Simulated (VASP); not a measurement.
VASP runs on PbO2 (space group P4_2/mnm) share one base input (LDA (Ceperley-Alder, Perdew-Zunger), plane waves, VASP's LDA PAW potentials (set 64)) and change the settings named in each case.

**INCAR**
```
SYSTEM=PbO2
PREC=Accurate; ENCUT=400; LREAL=.FALSE.
LASPH=.TRUE.
EDIFF=1E-6; NELM=100; ALGO=Normal
LMAXMIX=4
ISMEAR=-1; SIGMA=0.1
ISIF=2
LWAVE=.FALSE.; LCHARG=.FALSE.
```

KPOINTS:
```
Automatic
0
G
  5 5 7
0 0 0
```

POSCAR:
```
PbO2
4.960
  1.0000000000   0.0000000000   0.0000000000
  0.0000000000   1.0000000000   0.0000000000
  0.0000000000   0.0000000000   0.6834677419
Pb O
2 4
direct
  0.0000000000   0.0000000000   0.0000000000
  0.5000000000   0.5000000000   0.5000000000
  0.3070000000   0.3070000000   0.0000000000
  0.8070000000   0.1930000000   0.5000000000
  0.1930000000   0.8070000000   0.5000000000
  0.6930000000   0.6930000000   0.0000000000
```

POTCAR, in this order: Pb_d O (LDA.64 set). Program: vasp_std.

```json
[
 {"change": "base run", "E(σ→0) (eV/atom)": "-6.1182", "pressure (GPa)": "-5.70", "largest force (eV/Å)": "0.042", "−TS (eV)": "-0.0138"},
 {"change": "GGA = PS, POTCAR Pb_d O (PBE.64 set)", "E(σ→0) (eV/atom)": "-5.6818", "pressure (GPa)": "___", "largest force (eV/Å)": "___", "−TS (eV)": "___"},
 {"change": "GGA_COMPAT = .FALSE., LNONCOLLINEAR = .TRUE., LSORBIT = .TRUE., MAGMOM = 0.0 0.0 0.0 0.0 0.0 0.0 0.0 0.0 0.0 0.0 0.0 0.0 0.0 0.0 0.0 0.0 0.0 0.0, program vasp_ncl", "E(σ→0) (eV/atom)": "-6.2410", "pressure (GPa)": "-6.03", "largest force (eV/Å)": "0.051", "−TS (eV)": "-0.0137"},
 {"change": "KPOINTS 2×2×3 Γ-centred mesh", "E(σ→0) (eV/atom)": "-6.1196", "pressure (GPa)": "-4.14", "largest force (eV/Å)": "0.029", "−TS (eV)": "-0.0382"}
]
```

### Question
Fill in the missing entries.

### Answer

- GGA = PS, POTCAR Pb_d O (PBE.64 set), pressure (GPa): -1.70
- GGA = PS, POTCAR Pb_d O (PBE.64 set), largest force (eV/Å): 0.010
- GGA = PS, POTCAR Pb_d O (PBE.64 set), −TS (eV): -0.0141

Energies of different potentials or functionals have different zeros.  Unless said otherwise, spin-orbit coupling is left out, though it shifts the bands of the heavy elements here. At 400 eV the pressure can carry a Pulay error.

Left out are runs that ran out of time, are held back, or changed the cell or the kind of run, fixed moments of cells without a moment, rows past the twelfth, gaps on odd meshes, pressures of charged cells and columns that move by less than the noise.

The structure is a typed PbO2 crystal. The cell was not relaxed at this level.
